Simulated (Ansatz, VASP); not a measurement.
# H3C2N (liquid acetonitrile at 300 K) in two plane-wave programs, part 2 of 2

Aim: how closely do two programs agree when they are given the same cell, functional and k mesh? Of the first pair: The structure shown is the start of the Ansatz relaxation below; VASP solves that cell, so the two are compared at the walk's first step.

VASP 6.6.1 and Ansatz 0.2.0.

So far: Starting point; Ansatz: relaxation, PBE with D3(BJ).

## (3) VASP: single point, PBE with D3(BJ), start cell, pair 1

Level of this step: PBE with D3(BJ); plane waves and PAW (C, N, H) (VASP).

The same cell, functional and mesh now go to VASP, with its own data sets.

Lines of VASP's logs that name or quote its potential files are left out, and so is its time.

Input file INCAR:

```
SYSTEM = H3C2N
PREC = Accurate
ENCUT = 520
EDIFF = 1E-06
NELM = 120
ISMEAR = 0
SIGMA = 0.01
LREAL = Auto
ALGO = Normal
GGA = PE
IVDW = 12
NBANDS = 280
LORBIT = 11
LWAVE = .FALSE.
LCHARG = .FALSE.
ISIF = 2
LASPH = .TRUE.
GGA_COMPAT = .FALSE.
EFERMI = MIDGAP
```

Input file POSCAR:

```
H3C2N
1.0
   12.6204800000      0.0000000000      0.0000000000
    0.0000000000     12.6204800000      0.0000000000
    0.0000000000      0.0000000000     12.6204800000
C N H
46 23 69
Direct
    0.2226539720      0.4424712848      0.0652669312
    0.2299912523      0.3281095489      0.0670101296
    0.7073265042      0.9641313167      0.9519130810
    0.7542581582      0.9139588986      0.8629069576
    0.6671933239      0.5355580770      0.2763920231
    0.5662225209      0.4838722457      0.2636191333
    0.7624987322      0.0366784782      0.2928494003
    0.7346234058      0.9183961307      0.2957019067
    0.8388904384      0.4510763457      0.8261571668
    0.9429831512      0.4278918076      0.8865669135
    0.0900837369      0.6909562869      0.3486634423
    0.0210610056      0.6237480666      0.2888400441
    0.2036214154      0.5514687239      0.7347977256
    0.1201063668      0.5930519283      0.6685720353
    0.2605130708      0.0612813459      0.5376974568
    0.3519992900      0.9960318466      0.5078491468
    0.0229389057      0.6605691701      0.0244364715
    0.9762623926      0.7470476559      0.0817163848
    0.4176624027      0.3454702198      0.8210226552
    0.4359263673      0.2354823271      0.7935197393
    0.8635408479      0.7764205482      0.5814121174
    0.9412795710      0.8622096782      0.5807623799
    0.4651962524      0.2105783615      0.1887329167
    0.4936896219      0.1140606379      0.1357396866
    0.5651369837      0.4057611121      0.5591308730
    0.6612585258      0.4740390223      0.5523323994
    0.6885712746      0.0587774791      0.5965700195
    0.7282528081      0.1529577322      0.6566707447
    0.5577283907      0.7466831689      0.9012969396
    0.5395515860      0.6485411014      0.8496031847
[... 102 atom lines left out ...]
    0.9552172342      0.4124407313      0.5737499683
    0.0168773295      0.2825090646      0.5786467710
    0.0406165217      0.3721332311      0.4766300489
    0.0427796724      0.1003765308      0.7863171607
    0.0119567560      0.2338183651      0.7953421740
    0.1169131443      0.1826000279      0.8793088694
```

Input file KPOINTS:

```
Automatic mesh
0
Gamma
1 1 1
0 0 0
```

Potentials, in the order of the species: C, N and H (PBE family, release 64).

The run is started by

```sh
export OMP_NUM_THREADS=3
mpirun -np 1 vasp_gam
```

Numbers of over 12 decimals in the logs are rounded to 6 here.

Output:

```text
[banner, memory and clock lines left out]
running    1 mpi-ranks, on    1 nodes
[...]
Offloading initialized ...    1 GPUs detected
[...]
LDA part: xc-table for (Slater+PW92), standard interpolation
 POSCAR, INCAR and KPOINTS ok, starting setup
[...]
entering main loop
       N       E                     dE             d eps       ncg     rms          rms(c)
DAV:   1     0.261893463967E+04    0.26189E+04   -0.17919E+05   576   0.117E+03
DAV:   2    -0.568099235820E+03   -0.31870E+04   -0.30476E+04   728   0.271E+02
DAV:   3    -0.923761104082E+03   -0.35566E+03   -0.35256E+03   704   0.929E+01
DAV:   4    -0.933259171797E+03   -0.94981E+01   -0.94493E+01   688   0.179E+01
[...]
DAV:  18    -0.844225826037E+03    0.54627E-05   -0.20273E-05   688   0.114E-02    0.439E-03
DAV:  19    -0.844225824310E+03    0.17272E-05   -0.44616E-06   664   0.532E-03    0.247E-03
DAV:  20    -0.844225823331E+03    0.97873E-06   -0.59894E-07   440   0.340E-03
   1 F= -.85023966E+03 E0= -.85023966E+03  d E =0.000000E+00
```

Parts of OUTCAR (step 3):

```text
  FREE ENERGIE OF THE ION-ELECTRON SYSTEM (eV)
  ---------------------------------------------------
  free  energy   TOTEN  =      -850.2396636747 eV

  energy  without entropy=     -850.2396636747  energy(sigma->0) =     -850.23966367
```

The run ends at a pressure of 0.51 GPa, with forces up to 3.8 eV/Å.

## (4) Side by side

Known differences besides the potentials themselves: fixed occupations in Ansatz, narrow Gaussian smearing in VASP; the cutoff is 420 eV in Ansatz and 520 eV in VASP (PREC = Accurate, projectors in real space). Total energies have different zeros and are not compared.

Forces on 8 of the 138 atoms, those with the largest forces and the largest differences (eV/Å; atoms numbered as in POSCAR):

```csv
atom,"Ansatz x, y, z","VASP x, y, z"
C8,"0.539, 3.292, -0.021","0.689, 3.762, -0.041"
C21,"-0.336, 2.895, -1.416","-0.330, 2.884, -1.411"
C36,"2.043, 1.105, -0.469","2.474, 1.416, -0.300"
C40,"2.880, -0.036, 0.303","3.418, -0.138, 0.414"
C41,"2.059, 0.241, 2.388","2.057, 0.233, 2.394"
N64,"-2.392, -1.635, -0.555","-2.826, -1.947, -0.722"
N66,"-2.589, 0.498, -0.622","-3.113, 0.599, -0.731"
H130,"-2.948, -0.583, -0.056","-2.954, -0.585, -0.058"
```

The forces differ by 141 meV/Å r.m.s., which is 15.0 % of the r.m.s. force of 0.939 eV/Å (both taken over all components).

## (5) Ansatz: relaxation, PBE with D3(BJ)

This run makes the geometry at which the two programs are then compared. The cell compared in this pair holds 1625.05 Å³, against 2010.15 Å³ for the pair before.

The structure compared here is the end of the Ansatz relaxation.

Input file input.yaml:

```yaml
crystal:
  lattice:
    - [12.62048, 0.0, 0.0]
    - [0.0, 12.62048, 0.0]
    - [0.0, 0.0, 12.62048]
  atoms:
    - { symbol: C, position: [0.22265, 0.44247, 0.06527] }
    - { symbol: C, position: [0.22999, 0.32811, 0.06701] }
    - { symbol: "N", position: [0.22203, 0.23513, 0.06638] }
    - { symbol: H, position: [0.28926, 0.4768, 0.11192] }
    - { symbol: H, position: [0.2239, 0.47246, 0.98223] }
    - { symbol: H, position: [0.14976, 0.46828, 0.09882] }
    - { symbol: C, position: [0.70733, 0.96413, 0.95191] }
    - { symbol: C, position: [0.75426, 0.91396, 0.86291] }
    - { symbol: "N", position: [0.78987, 0.87269, 0.78769] }
    - { symbol: H, position: [0.62688, 0.9273, 0.96776] }
    - { symbol: H, position: [0.76352, 0.95932, 0.01895] }
    - { symbol: H, position: [0.69634, 0.04873, 0.9373] }
    - { symbol: C, position: [0.66719, 0.53556, 0.27639] }
    - { symbol: C, position: [0.56622, 0.48387, 0.26362] }
    - { symbol: "N", position: [0.4793, 0.45526, 0.25416] }
    - { symbol: H, position: [0.72215, 0.47637, 0.29968] }
    - { symbol: H, position: [0.70019, 0.56535, 0.20519] }
    - { symbol: H, position: [0.6591, 0.60174, 0.33096] }
    - { symbol: C, position: [0.7625, 0.03668, 0.29285] }
    - { symbol: C, position: [0.73462, 0.9184, 0.2957] }
    - { symbol: "N", position: [0.70651, 0.83161, 0.29813] }
    - { symbol: H, position: [0.79797, 0.05865, 0.21533] }
    - { symbol: H, position: [0.69648, 0.08716, 0.31062] }
    - { symbol: H, position: [0.82118, 0.05845, 0.35009] }
    - { symbol: C, position: [0.83889, 0.45108, 0.82616] }
    - { symbol: C, position: [0.94298, 0.42789, 0.88657] }
    - { symbol: "N", position: [0.02545, 0.42215, 0.92827] }
    - { symbol: H, position: [0.7772, 0.39459, 0.84808] }
    - { symbol: H, position: [0.80799, 0.52907, 0.84409] }
    - { symbol: H, position: [0.85066, 0.44947, 0.73952] }
    - { symbol: C, position: [0.09008, 0.69096, 0.34866] }
    - { symbol: C, position: [0.02106, 0.62375, 0.28884] }
    - { symbol: "N", position: [0.95575, 0.56621, 0.25473] }
    - { symbol: H, position: [0.11969, 0.756, 0.3041] }
    - { symbol: H, position: [0.05864, 0.7175, 0.4235] }
    - { symbol: H, position: [0.1552, 0.64635, 0.3761] }
    - { symbol: C, position: [0.20362, 0.55147, 0.7348] }
    - { symbol: C, position: [0.12011, 0.59305, 0.66857] }
    - { symbol: "N", position: [0.04507, 0.61982, 0.62319] }
    - { symbol: H, position: [0.26028, 0.61199, 0.75778] }
    - { symbol: H, position: [0.16593, 0.53331, 0.80629] }
    - { symbol: H, position: [0.24052, 0.47153, 0.7125] }
    - { symbol: C, position: [0.26051, 0.06128, 0.5377] }
    - { symbol: C, position: [0.352, 0.99603, 0.50785] }
    - { symbol: "N", position: [0.41948, 0.93941, 0.48436] }
    - { symbol: H, position: [0.24346, 0.05104, 0.62086] }
    - { symbol: H, position: [0.2747, 0.14599, 0.51125] }
    - { symbol: H, position: [0.19466, 0.0318, 0.49361] }
    - { symbol: C, position: [0.02294, 0.66057, 0.02444] }
    - { symbol: C, position: [0.97626, 0.74705, 0.08172] }
    - { symbol: "N", position: [0.94224, 0.81746, 0.12928] }
    - { symbol: H, position: [0.02311, 0.66886, 0.94102] }
    - { symbol: H, position: [0.10556, 0.65422, 0.04713] }
    - { symbol: H, position: [0.98703, 0.5813, 0.03829] }
    - { symbol: C, position: [0.41766, 0.34547, 0.82102] }
    - { symbol: C, position: [0.43593, 0.23548, 0.79352] }
    - { symbol: "N", position: [0.4385, 0.14351, 0.78518] }
    - { symbol: H, position: [0.33596, 0.34597, 0.85805] }
    - { symbol: H, position: [0.4789, 0.37091, 0.87454] }
    - { symbol: H, position: [0.40815, 0.39473, 0.74945] }
    - { symbol: C, position: [0.86354, 0.77642, 0.58141] }
    - { symbol: C, position: [0.94128, 0.86221, 0.58076] }
    - { symbol: "N", position: [0.00133, 0.93309, 0.57961] }
    - { symbol: H, position: [0.78712, 0.82, 0.58041] }
    - { symbol: H, position: [0.87035, 0.74515, 0.50351] }
    - { symbol: H, position: [0.87555, 0.71976, 0.64069] }
    - { symbol: C, position: [0.4652, 0.21058, 0.18873] }
    - { symbol: C, position: [0.49369, 0.11406, 0.13574] }
    - { symbol: "N", position: [0.50354, 0.0305, 0.09583] }
    - { symbol: H, position: [0.39661, 0.19189, 0.24204] }
    - { symbol: H, position: [0.53082, 0.23386, 0.24333] }
    - { symbol: H, position: [0.43962, 0.27634, 0.13995] }
    - { symbol: C, position: [0.56514, 0.40576, 0.55913] }
    - { symbol: C, position: [0.66126, 0.47404, 0.55233] }
    - { symbol: "N", position: [0.72914, 0.53652, 0.54395] }
    - { symbol: H, position: [0.58118, 0.32197, 0.52348] }
    - { symbol: H, position: [0.54481, 0.38443, 0.63859] }
    - { symbol: H, position: [0.50239, 0.45028, 0.51006] }
    - { symbol: C, position: [0.68857, 0.05878, 0.59657] }
    - { symbol: C, position: [0.72825, 0.15296, 0.65667] }
    - { symbol: "N", position: [0.76524, 0.22928, 0.69043] }
    - { symbol: H, position: [0.75094, 0.00711, 0.5764] }
    - { symbol: H, position: [0.61772, 0.0139, 0.63481] }
    - { symbol: H, position: [0.65927, 0.08775, 0.52154] }
    - { symbol: C, position: [0.55773, 0.74668, 0.9013] }
    - { symbol: C, position: [0.53955, 0.64854, 0.8496] }
    - { symbol: "N", position: [0.52535, 0.56804, 0.81089] }
    - { symbol: H, position: [0.50272, 0.75528, 0.96617] }
    - { symbol: H, position: [0.6304, 0.75004, 0.94438] }
    - { symbol: H, position: [0.5546, 0.82116, 0.85567] }
    - { symbol: C, position: [0.06321, 0.00267, 0.23579] }
    - { symbol: C, position: [0.10666, 0.1011, 0.26446] }
    - { symbol: "N", position: [0.14584, 0.17304, 0.30629] }
    - { symbol: H, position: [0.05516, 0.9534, 0.30785] }
    - { symbol: H, position: [0.98422, 0.01558, 0.2169] }
    - { symbol: H, position: [0.10209, 0.96229, 0.17305] }
    - { symbol: C, position: [0.24297, 0.99958, 0.91704] }
    - { symbol: C, position: [0.25534, 0.88849, 0.8722] }
    - { symbol: "N", position: [0.27413, 0.80136, 0.84255] }
    - { symbol: H, position: [0.26456, 0.0634, 0.86426] }
    - { symbol: H, position: [0.16295, 0.00451, 0.9478] }
    - { symbol: H, position: [0.29132, 0.01079, 0.99204] }
    - { symbol: C, position: [0.50702, 0.71283, 0.58381] }
    - { symbol: C, position: [0.41421, 0.64918, 0.57447] }
    - { symbol: "N", position: [0.34443, 0.59889, 0.54728] }
    - { symbol: H, position: [0.56655, 0.67767, 0.63517] }
    - { symbol: H, position: [0.54454, 0.73696, 0.50825] }
    - { symbol: H, position: [0.48434, 0.78772, 0.62103] }
    - { symbol: C, position: [0.45078, 0.7844, 0.23653] }
    - { symbol: C, position: [0.35341, 0.72972, 0.21863] }
    - { symbol: "N", position: [0.26888, 0.69207, 0.20456] }
    - { symbol: H, position: [0.50482, 0.72988, 0.26866] }
    - { symbol: H, position: [0.48684, 0.81296, 0.16707] }
    - { symbol: H, position: [0.43607, 0.84453, 0.29372] }
    - { symbol: C, position: [0.92313, 0.28902, 0.16805] }
    - { symbol: C, position: [0.8157, 0.31607, 0.14007] }
    - { symbol: "N", position: [0.72873, 0.33247, 0.12192] }
    - { symbol: H, position: [0.91346, 0.23137, 0.23069] }
    - { symbol: H, position: [0.97306, 0.2481, 0.10126] }
    - { symbol: H, position: [0.97432, 0.34511, 0.20284] }
    - { symbol: C, position: [0.25123, 0.38842, 0.3732] }
    - { symbol: C, position: [0.28506, 0.35229, 0.48225] }
    - { symbol: "N", position: [0.31877, 0.31609, 0.5599] }
    - { symbol: H, position: [0.17284, 0.37571, 0.35744] }
    - { symbol: H, position: [0.26613, 0.4714, 0.36763] }
    - { symbol: H, position: [0.29078, 0.35024, 0.30933] }
    - { symbol: C, position: [0.98212, 0.34433, 0.52743] }
    - { symbol: C, position: [0.89833, 0.28811, 0.46159] }
    - { symbol: "N", position: [0.82639, 0.25281, 0.41692] }
    - { symbol: H, position: [0.95522, 0.41244, 0.57375] }
    - { symbol: H, position: [0.01688, 0.28251, 0.57865] }
    - { symbol: H, position: [0.04062, 0.37213, 0.47663] }
    - { symbol: C, position: [0.03822, 0.16775, 0.84376] }
    - { symbol: C, position: [0.96193, 0.13715, 0.92591] }
    - { symbol: "N", position: [0.90673, 0.10953, 0.99296] }
    - { symbol: H, position: [0.04278, 0.10038, 0.78632] }
    - { symbol: H, position: [0.01196, 0.23382, 0.79534] }
    - { symbol: H, position: [0.11691, 0.1826, 0.87931] }
kpoints:
  mp_grid: { grid: [1, 1, 1] }
hamiltonian:
  xc: pbe
  dispersion: d3bj
scf:
  occupations: { method: fixed }
output:
  forces: true
relax:
  f_tol: 0.03
  max_steps: 200
  cell: {}
```

The run is started by

```sh
ansatz run input.yaml --threads 4 --pin off --max-ram 8192MiB --backend cpu --events-out ev --progress --plain --runs-dir out
```

Output:

```text
[...]
Crystal: 138 atoms, lattice volume = 2010.146 Å³
Basis set: ecut = 420 eV, 39127 PW (Γ), exchange–correlation on 180×180×180 points (8 copies of the dense FFT grid, shifted against one another)
Bands: 322, of which v1, the nominal top of the filled ones, is band 184 counted from 1 (183 counted from 0)
Symmetry: 1 space group operations
[...]
k-points: 1
[...]
- { symbol: C, position: [0.939494, 0.304978, 0.477460] }
    - { symbol: C, position: [0.833228, 0.281542, 0.418771] }
    - { symbol: N, position: [0.748247, 0.262273, 0.370646] }
[...]
- { symbol: H, position: [0.00928028, 0.301895, 0.420675] }
    - { symbol: C, position: [0.039737, 0.144193, 0.804417] }
    - { symbol: C, position: [1.016627, 0.076828, 0.904870] }
    - { symbol: N, position: [0.997308, 0.023027, 0.985577] }
    - { symbol: H, position: [0.089274, 0.090794, 0.751735] }
    - { symbol: H, position: [-0.040749, 0.166685, 0.761756] }
    - { symbol: H, position: [0.087834, 0.226131, 0.823772] }
```

## (6) VASP: single point, PBE with D3(BJ), relaxed cell, pair 2

The same cell, functional and mesh now go to VASP, with its own data sets.

Edit INCAR of step 3 so:

```diff
@@ -2,3 +2,3 @@
 PREC = Accurate
-ENCUT = 520
+ENCUT = 600
 EDIFF = 1E-06
```

Input file POSCAR:

```
H3C2N
1.0
   11.7989680000     -0.1980290000     -0.2126270000
   -0.1980290000     11.2727320000      0.2446450000
   -0.2126270000      0.2446450000     12.2303820000
C N H
46 23 69
Direct
    0.2253300000      0.4396700000      0.1025100000
    0.2341800000      0.3272200000      0.0513700000
    0.7093300000      0.0058600000      0.9247100000
    0.7017300000      0.9151600000      0.8444300000
    0.7072200000      0.5413500000      0.2444000000
    0.5858000000      0.5206200000      0.2433800000
    0.7945300000      0.9705100000      0.2498700000
    0.7347200000      0.8849800000      0.3202600000
    0.8167200000      0.4549300000      0.7966700000
    0.9192700000      0.4382500000      0.8628900000
    0.0159200000      0.6842000000      0.3800900000
    0.0016600000      0.5956000000      0.2983000000
    0.2211100000      0.5551600000      0.7683300000
    0.1294500000      0.5398600000      0.6879500000
    0.2366000000      0.0657300000      0.5617400000
    0.3210600000      0.0549800000      0.4803600000
    0.0141600000      0.7151800000      0.0002600000
    0.9005900000      0.7343300000      0.0344900000
    0.4694100000      0.2532500000      0.8397100000
    0.4635100000      0.1393800000      0.7894200000
    0.9272500000      0.8162900000      0.6287000000
    0.9441200000      0.9121800000      0.5481900000
    0.4930900000      0.2154400000      0.2069000000
    0.5017500000      0.1027800000      0.1561200000
    0.6001500000      0.4407300000      0.5660100000
    0.6998300000      0.5132100000      0.5393400000
    0.6496300000      0.0497300000      0.5521400000
    0.7171600000      0.1206100000      0.6273000000
    0.5307200000      0.6902500000      0.9868800000
    0.5228700000      0.6148700000      0.8937800000
[... 102 atom lines left out ...]
    0.9401500000      0.3924100000      0.5137800000
    0.9511400000      0.2360600000      0.5424200000
    0.0092800000      0.3018900000      0.4206800000
    0.0892700000      0.0907900000      0.7517400000
    0.9592500000      0.1666900000      0.7617600000
    0.0878300000      0.2261300000      0.8237700000
```

KPOINTS is that of step 3.

The run is started by

```sh
export OMP_NUM_THREADS=3
mpirun -np 1 vasp_gam
```

Output:

```text
[... set-up lines as in an earlier step ...]
 entering main loop
       N       E                     dE             d eps       ncg     rms          rms(c)
DAV:   1     0.272114083723E+04    0.27211E+04   -0.19968E+05   568   0.134E+03
DAV:   2    -0.584366275639E+03   -0.33055E+04   -0.31312E+04   712   0.295E+02
DAV:   3    -0.925250582262E+03   -0.34088E+03   -0.33758E+03   704   0.959E+01
DAV:   4    -0.933858420247E+03   -0.86078E+01   -0.85659E+01   696   0.175E+01
[...]
DAV:  16    -0.849896510870E+03    0.12451E-04   -0.28404E-05   696   0.181E-02    0.101E-02
DAV:  17    -0.849896508690E+03    0.21791E-05   -0.31379E-05   720   0.157E-02    0.525E-03
DAV:  18    -0.849896508397E+03    0.29387E-06   -0.98800E-06   664   0.696E-03
   1 F= -.85745473E+03 E0= -.85745473E+03  d E =0.000000E+00
```

Parts of OUTCAR (step 6):

```text
  FREE ENERGIE OF THE ION-ELECTRON SYSTEM (eV)
  ---------------------------------------------------
  free  energy   TOTEN  =      -857.4547347080 eV

  energy  without entropy=     -857.4547347080  energy(sigma->0) =     -857.45473471
```

The run ends at a pressure of 0.16 GPa, with forces up to 0.41 eV/Å.

## (7) Comparison

What differs besides the data sets and the points named for the pairs above, as far as they apply: the cutoff is 420 eV in Ansatz and 600 eV in VASP (PREC = Accurate, projectors in real space). Total energies have different zeros and are not compared.

Compared:

```csv
quantity,Ansatz,VASP,difference
pressure (GPa),-0.02,0.16,-0.17
gap on the k mesh (eV),6.658,6.667,-0.009
```

Forces on 8 of the 138 atoms, those with the largest forces and the largest differences (eV/Å; atoms numbered as in POSCAR):

```csv
atom,"Ansatz x, y, z","VASP x, y, z"
C12,"-0.001, 0.006, 0.004","0.035, 0.284, 0.279"
C26,"-0.008, -0.016, 0.008","-0.322, -0.224, 0.093"
C32,"-0.003, -0.003, 0.002","0.026, -0.380, -0.123"
C42,"-0.005, -0.004, -0.004","-0.123, 0.188, -0.329"
N52,"0.001, -0.003, -0.004","-0.035, -0.285, -0.279"
N59,"0.013, 0.010, -0.003","0.329, 0.221, -0.090"
N62,"0.002, 0.004, 0.000","-0.027, 0.382, 0.126"
N67,"0.004, -0.002, 0.005","0.119, -0.192, 0.329"
```

The forces differ by 128 meV/Å r.m.s., where the r.m.s. force is 0.004 eV/Å in Ansatz and 0.128 eV/Å in VASP: the atoms lie near their places of rest in Ansatz, so a percentage would say little (all taken over all components). A gap on the mesh is an upper bound, since the band edges may lie between its points.

## (8) Summary of results

```
r.m.s. force difference (single point, PBE with D3(BJ), start cell, pair 1)   : 15 % of the r.m.s. force
r.m.s. force difference (single point, PBE with D3(BJ), relaxed cell, pair 2) : 128 meV/Å
```

The r.m.s. force difference is 128 meV/Å (single point, PBE with D3(BJ), relaxed cell, pair 2), beyond the 12 meV/Å picked in this series as the mark of a large difference. What causes the difference of the single point, PBE with D3(BJ), start cell, pair 1 pair stays open here. What causes the difference of the single point, PBE with D3(BJ), relaxed cell, pair 2 pair stays open here. How closely two codes agree says nothing of how well the functional describes the real material.

[Lines on the potential files, build, host, timing and source positions are cut from VASP's logs without a mark.]

[Logs are printed without paths, hosts, clocks, repeated set-up lines and the standing remarks that a program may print on its own settings, such as how far it seeks lower states.]

[Hosts, paths, dates, database ids (printed as entryN), source tags and the programs' standing remarks are cut or masked in the printed files.]
